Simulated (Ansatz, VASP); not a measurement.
# Two plane-wave programs on NaMg6Ni

run.py

```python
from ase.calculators.vasp import Vasp
from ase.dft.bandgap import bandgap
from ase.io import read

atoms = read('NaMg6Ni.xyz')
atoms.set_initial_magnetic_moments([1.0, 0.0, 0.0, 0.0, 0.0, 0.0, 0.0, 0.0])
calc = Vasp(
    directory='calc',
    xc='lda',
    pp='LDA',
    setups={'base': 'minimal', 'Ni': '_GW', 'Mg': '_GW', 'Na': '_sv_GW'},
    prec='Accurate',
    encut=550,
    ediff=1e-07,
    ismear=0,
    sigma=0.1,
    lreal=False,
    lasph=True,
    nelm=100,
    algo='Normal',
    isif=2,
    lwave=False,
    lcharg=False,
    ispin=2,
    lorbit=11,
    lmaxmix=4,
    kpts=[6, 5, 5],
    gamma=True,
)
atoms.calc = calc

print('energy (eV):', atoms.get_potential_energy())
print('free energy (eV):', atoms.get_potential_energy(force_consistent=True))
print('forces (eV/A):')
print(atoms.get_forces())
print('stress (eV/A^3, Voigt):', atoms.get_stress())
print('Fermi level (eV):', calc.get_fermi_level())
print('moment (muB):', atoms.get_magnetic_moment())
print('site moments (muB):', atoms.get_magnetic_moments())
gap, top, bottom = bandgap(calc)
print('band gap (eV):', gap, 'from (spin, k, band)', top, 'to', bottom)
```

File NaMg6Ni.xyz:

```xyz
8
Lattice="4.9554060000 0.0000000000 0.0000000000 0.0000000000 3.1463075000 5.3850670000 0.0000000000 -3.1463075000 5.3850670000" Properties=species:S:1:pos:R:3 pbc="T T T"
Ni     0.0000000000      0.0000000000      9.2930424323
Mg     2.4777030000      0.0000000000      1.7657311589
Mg     2.4777030000      1.6778754488      4.3887542141
Mg     2.4777030000     -1.6778754488      4.3887542141
Mg     0.0000000000      0.0000000000      3.6019959254
Mg     0.0000000000      1.6259991308      6.2262898563
Mg     0.0000000000     -1.6259991308      6.2262898563
Na     2.4777030000      0.0000000000      7.1896783426
```

Contents of input.yaml:

```yaml
crystal:
  lattice:
    - [4.955406, 0.0, 0.0]
    - [0.0, 3.1463075, 5.385067]
    - [0.0, -3.1463075, 5.385067]
  atoms:
    - { symbol: Ni, position: [0.0, 0.862853, 0.862853], spin: 1.0 }
    - { symbol: Mg, position: [0.5, 0.163947, 0.163947] }
    - { symbol: Mg, position: [0.5, 0.674135, 0.140851] }
    - { symbol: Mg, position: [0.5, 0.140851, 0.674135] }
    - { symbol: Mg, position: [0.0, 0.334443, 0.334443] }
    - { symbol: Mg, position: [0.0, 0.836505, 0.319709] }
    - { symbol: Mg, position: [0.0, 0.319709, 0.836505] }
    - { symbol: Na, position: [0.5, 0.667557, 0.667557] }
hamiltonian:
  xc: lda
  pseudopotentials: { kind: paw }
magnetization:
  spin_polarized: true
kpoints:
  mp_grid: { grid: [6, 5, 5] }
scf:
  occupations: { method: gaussian, width: 0.1 }
output:
  forces: true
  stress: true
  eigenvalues: true
```

The cell comes from a database or a generator and needn't be the stable form of this composition.

Alike in both runs: task single point; functional LDA; k mesh 6 × 5 × 5; occupations gaussian, width 0.1 eV; collinear spin, ferromagnetic start.

```csv
,VASP,Ansatz
version,VASP 6.6.1,Ansatz 0.2.0
potentials or method,"VASP PAW LDA potentials, release 64 (Ni_GW, Mg_GW, Na_sv_GW)",Ansatz PAW
plane-wave cutoff (eV),550,420
valence electrons in the cell,31,87
```

|  | VASP | Ansatz | Ansatz less VASP |
| --- | --- | --- | --- |
| gap on the k mesh at the Fermi level (eV) | none | none | - |
| pressure (GPa) | -2.4 | -2.3 | +0.17 |
| largest component of the traceless stress (GPa) | 0.87 | 0.86 | -0.005 |
| rms of the force components (eV/Å) | 0.067 | 0.069 | +0.0017 |
| net moment per atom (μB) | 0.00 | 0.00 | 0.000 |

Atom by atom the forces differ by 0.002 eV/Å (rms over components). A gap of «none» marks a metal or a gap that the smearing closes. The two sets of potentials don't hold the same shells in valence.

Caveats: the PAW data sets come from PBE, with cores solved anew for the run's functional, which leaves a small shift of forces and pressure (Ansatz); the starting moments weren't kept (Ansatz).
